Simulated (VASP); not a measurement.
Data:

```yaml
crystal:
  lattice:
    - [2.11100, 1.21879, 6.86663]
    - [-2.11100, 1.21879, 6.86663]
    - [0.00000, -2.43758, 6.86663]
  atoms:
    - { symbol: Cd, position: [0.00000, 0.00000, 0.00000] }
    - { symbol: I, position: [0.25070, 0.25070, 0.25070] }
    - { symbol: I, position: [0.74930, 0.74930, 0.74930] }
```

Computed with PBEsol GGA, VASP's PBE PAW potentials (set 64) (plane waves; VASP). Numerical set-up: 400 eV cut-off, 7×7×7 Γ-centred mesh, tetrahedra with Blöchl corrections, potentials Cd I.

The cores are frozen, which limits the accuracy of field gradients.

Problem. Give the principal components of the electric field gradient (V/Å²) and the asymmetry η at each nucleus.

Solution. 
| atom | Vxx | Vyy | Vzz | η |
|---|---|---|---|---|
| Cd1 | -1.0 | -1.0 | 2.0 | 0.00 |
| I2 | 29.7 | 29.7 | -59.4 | 0.00 |
| I3 | 29.7 | 29.7 | -59.4 | 0.00 |

The structure was generated: CdI2 was put into the CdCl2 type (R-3m), which need not be its known phase. It was relaxed first.
